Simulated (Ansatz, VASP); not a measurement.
# Cross-check of ReS2 between VASP and Ansatz, part 2 of 2

Aim: how closely do two programs agree when they are given the same cell, functional and k mesh? The structure shown is the end of the Ansatz relaxation below.

VASP 6.6.1 and Ansatz 0.2.0.

So far: Starting point; Ansatz: relaxation, LDA.

## Step 3: VASP: single point, LDA

Level of this step: LDA, no spin polarisation; plane waves and PAW (Re, S) (VASP).

The same cell, functional (in two slightly different forms), mesh and smearing now go to VASP, with its own data sets.

Lines of VASP's logs that name or quote its potential files are left out, and so is its time.

INCAR reads:

```
SYSTEM = ReS2
PREC = Accurate
ENCUT = 600
EDIFF = 1E-06
NELM = 120
ISMEAR = -1
SIGMA = 0.02
LREAL = .FALSE.
ALGO = Normal
GGA = PW92
NBANDS = 100
LASPH = .TRUE.
LORBIT = 11
LWAVE = .FALSE.
LCHARG = .FALSE.
ISIF = 2
GGA_COMPAT = .FALSE.
EFERMI = MIDGAP
KPAR = 4
```

POSCAR reads:

```
ReS2
1.0
    6.2862949974     -0.0071531258     -0.0095138932
    3.0806816648      5.5974219844      0.0130592160
    0.1055419417      3.3543000464     11.7771960017
Re S
8 16
Direct
    0.1877338146      0.0651276973      0.2461037337
    0.3122661853      0.4348723027      0.2538962663
    0.7618057266      0.0362822399      0.2487534494
    0.6877338147      0.5651276973      0.7461037337
    0.8122661853      0.9348723027      0.7538962663
    0.2618057266      0.5362822399      0.7487534494
    0.7381942734      0.4637177600      0.2512465506
    0.2381942734      0.9637177600      0.7512465506
    0.9050723028      0.7148965478      0.1499405536
    0.6023426904      0.7778828858      0.8822201780
    0.3628373612      0.7550918594      0.1363488614
    0.1457258357      0.7194337841      0.8971381238
    0.3542741643      0.7805662159      0.6028618762
    0.1371626389      0.7449081406      0.3636511385
    0.6371626388      0.2449081406      0.8636511386
    0.8628373612      0.2550918594      0.6363488614
    0.1023426904      0.2778828858      0.3822201781
    0.5949276971      0.7851034522      0.3500594464
    0.0949276972      0.2851034522      0.8500594464
    0.4050723028      0.2148965478      0.6499405536
    0.8542741643      0.2805662159      0.1028618762
    0.6457258357      0.2194337841      0.3971381237
    0.3976573096      0.2221171142      0.1177798220
    0.8976573096      0.7221171142      0.6177798219
```

KPOINTS reads:

```
Automatic mesh
0
Gamma
6 6 2
0 0 0
```

Potentials, in the order of the species: Re and S (LDA family, release 64).

Command:

```
> mpirun -np 4 vasp_std
```

Numbers of over 12 decimals in the logs are rounded to 6 here.

The program printed:

```text
[banner, memory and clock lines left out]
running    4 mpi-ranks, on    1 nodes
 distrk:  each k-point on    1 cores,    4 groups
 distr:  one band on    1 cores,    1 groups

 POSCAR found type information on POSCAR ReS
 POSCAR found :  2 types and      24 ions
|                                                                             |
|               ----> ADVICE to this user running VASP <----                  |
|                                                                             |
|     You have a (more or less) 'large supercell' and for larger cells it     |
|     might be more efficient to use real-space projection operators.         |
|     Therefore, try LREAL= Auto in the INCAR file.                           |
|     Mind: For very accurate calculation, you might also keep the            |
|     reciprocal projection scheme (i.e. LREAL=.FALSE.).                      |
|                                                                             |

|                                                                             |
|               ----> ADVICE to this user running VASP <----                  |
|                                                                             |
|     You enforced a specific xc type in the INCAR file but a different       |
|     [... a line on the potential file left out ...]
|     I HOPE YOU KNOW WHAT YOU ARE DOING!                                     |
|                                                                             |

 LDA part: xc-table for (Slater(with rela. corr.)+PW92), standard interpolation
 POSCAR, INCAR and KPOINTS ok, starting setup
 FFT: planning ... GRIDC
 FFT: planning ... GRID_SOFT
 FFT: planning ... GRID
 WAVECAR not read
 entering main loop
       N       E                     dE             d eps       ncg     rms          rms(c)
DAV:   1     0.192758814637E+04    0.19276E+04   -0.62597E+04  8256   0.159E+03
DAV:   2     0.117203470445E+03   -0.18104E+04   -0.16555E+04 11488   0.738E+02
DAV:   3    -0.180285166786E+03   -0.29749E+03   -0.27806E+03 13824   0.268E+02
DAV:   4    -0.208551637170E+03   -0.28266E+02   -0.27390E+02 13992   0.102E+02
DAV:   5    -0.210577720698E+03   -0.20261E+01   -0.19908E+01 14040   0.274E+01    0.111E+02
DAV:   6    -0.202419261985E+03    0.81585E+01   -0.34064E+01 15448   0.403E+01    0.394E+01
DAV:   7    -0.201491196332E+03    0.92807E+00   -0.16650E+01 15224   0.255E+01    0.290E+01
DAV:   8    -0.200471340621E+03    0.10199E+01   -0.20719E+00 14656   0.120E+01    0.345E+00
DAV:   9    -0.200436725048E+03    0.34616E-01   -0.75253E-01 15112   0.431E+00    0.160E+00
DAV:  10    -0.200429496444E+03    0.72286E-02   -0.83947E-02 13792   0.220E+00    0.173E+00
DAV:  11    -0.200427859498E+03    0.16369E-02   -0.88760E-03 14048   0.711E-01    0.118E+00
DAV:  12    -0.200427754946E+03    0.10455E-03   -0.57806E-03 14736   0.464E-01    0.367E-01
DAV:  13    -0.200427080087E+03    0.67486E-03   -0.26157E-03 15024   0.449E-01    0.283E-01
DAV:  14    -0.200426857246E+03    0.22284E-03   -0.76183E-04 14768   0.218E-01    0.155E-01
DAV:  15    -0.200426850782E+03    0.64641E-05   -0.11459E-04 14384   0.493E-02    0.721E-02
DAV:  16    -0.200426843678E+03    0.71035E-05   -0.20928E-05 13544   0.279E-02    0.470E-02
DAV:  17    -0.200426842907E+03    0.77120E-06   -0.66665E-06  9832   0.139E-02
   1 F= -.20042684E+03 E0= -.20042684E+03  d E =-.333095E-13
```

OUTCAR, selected parts (step 3):

```text
ion  position               nearest neighbor table
   1  0.188  0.065  0.246-  17 2.31  21 2.33  14 2.35  23 2.38  18 2.43  11 2.48   7 2.76   3 2.77
                             2 2.85
   2  0.312  0.435  0.254-  23 2.31  22 2.33  11 2.35  17 2.38   9 2.43  14 2.48   3 2.76   7 2.77
                             1 2.85
   3  0.762  0.036  0.249-  22 2.33  21 2.34  14 2.35  23 2.39  18 2.42   9 2.43   7 2.67   2 2.76
                             1 2.77
   4  0.688  0.565  0.746-  10 2.31  13 2.33  15 2.35  24 2.38  19 2.43  16 2.48   8 2.76   6 2.77
                             5 2.85
   5  0.812  0.935  0.754-  24 2.31  12 2.33  16 2.35  10 2.38  20 2.43  15 2.48   6 2.76   8 2.77
                             4 2.85
   6  0.262  0.536  0.749-  12 2.33  13 2.34  15 2.35  24 2.39  19 2.42  20 2.43   8 2.67   5 2.76
                             4 2.77
   7  0.738  0.464  0.251-  21 2.33  22 2.34  11 2.35  17 2.39   9 2.42  18 2.43   3 2.67   1 2.76
                             2 2.77
   8  0.238  0.964  0.751-  13 2.33  12 2.34  16 2.35  10 2.39  20 2.42  19 2.43   6 2.67   4 2.76
                             5 2.77
   9  0.905  0.715  0.150-   7 2.42   2 2.43   3 2.43
  10  0.602  0.778  0.882-   4 2.31   5 2.38   8 2.39
  11  0.363  0.755  0.136-   2 2.35   7 2.35   1 2.48
  12  0.146  0.719  0.897-   6 2.33   5 2.33   8 2.34
  13  0.354  0.781  0.603-   8 2.33   4 2.33   6 2.34
  14  0.137  0.745  0.364-   1 2.35   3 2.35   2 2.48
  15  0.637  0.245  0.864-   4 2.35   6 2.35   5 2.48
  16  0.863  0.255  0.636-   5 2.35   8 2.35   4 2.48
  17  0.102  0.278  0.382-   1 2.31   2 2.38   7 2.39
  18  0.595  0.785  0.350-   3 2.42   1 2.43   7 2.43
  19  0.095  0.285  0.850-   6 2.42   4 2.43   8 2.43
  20  0.405  0.215  0.650-   8 2.42   5 2.43   6 2.43
  21  0.854  0.281  0.103-   7 2.33   1 2.33   3 2.34
  22  0.646  0.219  0.397-   3 2.33   2 2.33   7 2.34
  23  0.398  0.222  0.118-   2 2.31   1 2.38   3 2.39
  24  0.898  0.722  0.618-   5 2.31   4 2.38   6 2.39

  LATTYP: Found a triclinic cell.
 ALAT       =     6.3892020577
 B/A-ratio  =     0.9838953612
 C/A-ratio  =     1.9166731681
 COS(alpha) =     0.0068512875
 COS(beta)  =     0.2460866843
 COS(gamma) =     0.4811691819

 Subroutine GETGRP returns: Found  2 space group operations
 (whereof  2 operations were pure point group operations)

The static configuration has the point symmetry S_2 .

 Found     40 irreducible k-points:

   k-points           NKPTS =     40   k-points in BZ     NKDIM =     40   number of bands    NBANDS=    100

   dimension x,y,z NGX =    50 NGY =   54 NGZ =   98
   dimension x,y,z NGXF=   100 NGYF=  108 NGZF=  196

   ENCUT  =  600.0 eV  44.10 Ry    6.64 a.u.  12.56 12.76 24.46*2*pi/ulx,y,z

   NELECT =     152.0000    total number of electrons

 k-points in reciprocal lattice and weights: Automatic mesh
   0.00000000  0.00000000  0.00000000       0.014
   0.16666667 -0.00000000  0.00000000       0.028
   0.33333333  0.00000000  0.00000000       0.028
   0.50000000 -0.00000000 -0.00000000       0.014
   0.00000000  0.16666667 -0.00000000       0.028
   0.16666667  0.16666667 -0.00000000       0.028
   0.33333333  0.16666667 -0.00000000       0.028
   0.50000000  0.16666667  0.00000000       0.028
  -0.33333333  0.16666667 -0.00000000       0.028
[...]
0.33333333  0.50000000  0.50000000       0.028
   0.50000000  0.50000000  0.50000000       0.014

 average (electrostatic) potential at core
       1 -41.7488       2 -41.7488       3 -41.7602       4 -41.7488       5 -41.7488
       6 -41.7602       7 -41.7602       8 -41.7602       9 -85.7048      10 -86.3178
      11 -86.0455      12 -86.4051      13 -86.4051      14 -86.0455      15 -86.0455
      16 -86.0455      17 -86.3178      18 -85.7048      19 -85.7048      20 -85.7048
      21 -86.4051      22 -86.4051      23 -86.3178      24 -86.3178

 E-fermi :   6.6334

 k-point     1 :       0.0000    0.0000    0.0000
  band No.  band energies     occupation
    ...
     72       5.5145      2.00000
     73       5.6183      2.00000
     74       5.6208      2.00000
     75       5.7773      2.00000
     76       6.0106      2.00000
     77       7.1977      0.00000
     78       7.4303      0.00000
     79       7.8708      0.00000
     80       7.9179      0.00000
     81       7.9344      0.00000
    ...

 k-point     2 :       0.1667   -0.0000    0.0000
  band No.  band energies     occupation
    ...
     72       5.3765      2.00000
     73       5.5865      2.00000
     74       5.7457      2.00000
     75       5.7930      2.00000
     76       5.9114      2.00000
     77       7.4062      0.00000
     78       7.5822      0.00000
     79       7.7283      0.00000
     80       7.8729      0.00000
     81       7.9118      0.00000
    ...

 k-point     3 :       0.3333    0.0000    0.0000
  band No.  band energies     occupation
    ...
     72       5.1749      2.00000
     73       5.4417      2.00000
     74       5.5564      2.00000
     75       5.7127      2.00000
     76       5.7719      2.00000
     77       7.4037      0.00000
     78       7.6274      0.00000
     79       7.8020      0.00000
     80       7.8127      0.00000
     81       7.9638      0.00000
    ...

  Total        5.0096193      5.0495032      4.8760406     -0.0449776     -0.0876932      0.0009756
  in kB       19.3733338     19.5275741     18.8567549     -0.1739385     -0.3391295      0.0037730
  external PRESSURE =      19.2525543 kB  Pullay stress =       0.0000000 kB

  energy-cutoff  :      600.00
  volume of cell :      414.30
      direct lattice vectors                 reciprocal lattice vectors
     6.286294997 -0.007153126 -0.009513893     0.159012157 -0.087571197  0.023516431
     3.080681665  5.597421984  0.013059216     0.000126314  0.178702903 -0.050898065
     0.105541942  3.354300046 11.777196002     0.000128314 -0.000268898  0.084985290

 POSITION                                       TOTAL-FORCE (eV/Angst)
 -----------------------------------------------------------------------------------
      1.40676      1.18871      2.89748         0.020622     -0.018774     -0.011760
      3.32950      3.28357      2.99289        -0.020622      0.018774      0.011760
      4.92696      1.03203      2.92284        -0.012610     -0.037847     -0.008845
      6.14302      5.66099      8.78785         0.020622     -0.018774     -0.011760
      8.06576      7.75586      8.88326        -0.020622      0.018774      0.011760
      3.37693      5.51147      8.82273        -0.012610     -0.037847     -0.008845
      6.09559      3.43310      2.95801         0.012610      0.037847      0.008845
      4.54556      7.91254      8.85790         0.012610      0.037847      0.008845
      7.90775      4.49805      1.76660         0.004227      0.008297     -0.057440
      6.27602      7.30906     10.39451         0.003410      0.031207      0.111864
      4.62149      4.68133      1.61222        -0.004077      0.044523     -0.077064
      3.22711      7.03520     10.57378        -0.002259     -0.001127      0.144297
      4.69538      6.38880      7.10685         0.002259      0.001127     -0.144297
      3.19545      5.38838      4.29121         0.004077     -0.044523      0.077064
      4.85103      4.26324     10.16853         0.004077     -0.044523      0.077064
      6.27707      3.55619      7.48953        -0.004077      0.044523     -0.077064
      1.53977      2.83678      4.50414         0.003410      0.031207      0.111864
      6.19549      5.56450      4.12731        -0.004227     -0.008297      0.057440
      1.56477      4.44652     10.01414        -0.004227     -0.008297      0.057440
      3.27703      3.38006      7.65343         0.004227      0.008297     -0.057440
      6.24541      1.90937      1.20696         0.002259      0.001127     -0.144297
      4.77714      2.55576      4.67390        -0.002259     -0.001127      0.144297
      3.19649      1.63551      1.38623        -0.003410     -0.031207     -0.111864
      7.93275      6.10779      7.27660        -0.003410     -0.031207     -0.111864
 -----------------------------------------------------------------------------------
    total drift:                                0.000000      0.000000      0.000001

  FREE ENERGIE OF THE ION-ELECTRON SYSTEM (eV)
  ---------------------------------------------------
  free  energy   TOTEN  =      -200.4268429072 eV

  energy  without entropy=     -200.4268429072  energy(sigma->0) =     -200.42684291

 total charge
# of ion       s       p       d       tot
------------------------------------------
    1        0.555   0.697   5.012   6.264
    2        0.555   0.697   5.012   6.264
    3        0.562   0.719   5.021   6.303
    4        0.555   0.697   5.012   6.264
    5        0.555   0.697   5.012   6.264
    6        0.562   0.719   5.021   6.303
    7        0.562   0.719   5.021   6.303
    8        0.562   0.719   5.021   6.303
    9        1.346   2.362   0.000   3.709
   10        1.364   2.325   0.000   3.689
   11        1.357   2.339   0.000   3.696
   12        1.370   2.321   0.000   3.691
   13        1.370   2.321   0.000   3.691
   14        1.357   2.339   0.000   3.696
   15        1.357   2.339   0.000   3.696
   16        1.357   2.339   0.000   3.696
   17        1.364   2.325   0.000   3.689
   18        1.346   2.362   0.000   3.709
   19        1.346   2.362   0.000   3.709
   20        1.346   2.362   0.000   3.709
   21        1.370   2.321   0.000   3.691
   22        1.370   2.321   0.000   3.691
   23        1.364   2.325   0.000   3.689
   24        1.364   2.325   0.000   3.689
--------------------------------------------------
tot         26.221  43.053  40.132 109.405

[... 3 further parts left out ...]
```

This run has no spin polarisation, so a moment on Re, if there is one, isn't seen. The data set Re keeps the semicore shell frozen, which is cheaper and a little less accurate.

## Step 4: Differences

Known differences besides the potentials themselves: the data sets hold 216 valence electrons in Ansatz (on its default PAW (the set named soft_2) files) and 152 in VASP; the cutoff is 550 eV in Ansatz and 600 eV in VASP; VASP's log shows a relativistic correction to its local exchange, Ansatz's none. Total energies have different zeros and are not compared.

The two programs side by side:

| quantity | Ansatz | VASP | difference |
| --- | --- | --- | --- |
| pressure (GPa) | 0.98 | 1.93 | -0.95 |
| gap on the k mesh (eV) | 1.120 | 1.129 | -0.009 |

Forces on 7 of the 24 atoms, those with the largest forces and the largest differences (eV/Å; atoms numbered as in POSCAR):

| atom | Ansatz x, y, z | VASP x, y, z |
| --- | --- | --- |
| S10 | 0.001, 0.000, 0.000 | 0.003, 0.031, 0.112 |
| S12 | -0.001, 0.000, 0.000 | -0.002, -0.001, 0.144 |
| S13 | 0.001, 0.000, 0.000 | 0.002, 0.001, -0.144 |
| S17 | 0.001, 0.001, 0.001 | 0.003, 0.031, 0.112 |
| S21 | 0.001, 0.000, 0.000 | 0.002, 0.001, -0.144 |
| S22 | -0.001, 0.000, 0.000 | -0.002, -0.001, 0.144 |
| S23 | -0.001, 0.000, 0.000 | -0.003, -0.031, -0.112 |

The forces differ by 52 meV/Å r.m.s., where the r.m.s. force is 0.001 eV/Å in Ansatz and 0.052 eV/Å in VASP: the atoms lie near their places of rest in Ansatz, so a percentage would say little (all taken over all components). A gap on the mesh is an upper bound, since the band edges may lie between its points; neither run holds spin-orbit coupling, which can move the band edges of a compound of Re.

## Step 5: Other set-ups

Further runs change the set-up of one program: Ansatz's method, potentials or start, or VASP's data sets, cutoff or form of LDA. The table gives Ansatz less VASP for each quantity, since a change that brings one quantity closer may part another.

| run | r.m.s. force difference (meV/Å) | pressure (GPa) | gap on the k mesh (eV) |
| --- | --- | --- | --- |
| as above | 52 | -0.95 | -0.0090 |
| VASP with the data sets Re_sv_GW and S and a cutoff of 500 eV | 8.9 | 0.67 | -0.0056 |

## Step 6: Outcome

```json
{"r.m.s. force difference (single point, LDA)": "52 meV/Å", "difference in pressure (single point, LDA)": "-0.95 GPa"}
```

What this shows: The r.m.s. force difference is 52 meV/Å (single point, LDA), beyond the 12 meV/Å picked in this series as the mark of a large difference. The data sets hold unlike numbers of valence electrons (216 in Ansatz and 152 in VASP), so part of the differences comes from the potentials. Single point, LDA, VASP with the data sets Re_sv_GW and S and a cutoff of 500 eV: r.m.s. force difference goes from 52 to 8.9 meV/Å; the difference in pressure goes from -0.95 to 0.67 GPa; the difference in gap on the k mesh goes from -0.0090 to -0.0056 eV. Such differences can come from data sets, numerical settings and the points named under the comparisons, not from the functional's error against experiment.

[Lines on the potential files, build, host, timing and source positions are cut from VASP's logs without a mark.]

[Logs are printed without paths, hosts, clocks, repeated set-up lines and the standing remarks that a program may print on its own settings, such as how far it seeks lower states.]

[Hosts, paths, dates, database ids (printed as entryN), source tags and the programs' standing remarks are cut or masked in the printed files.]
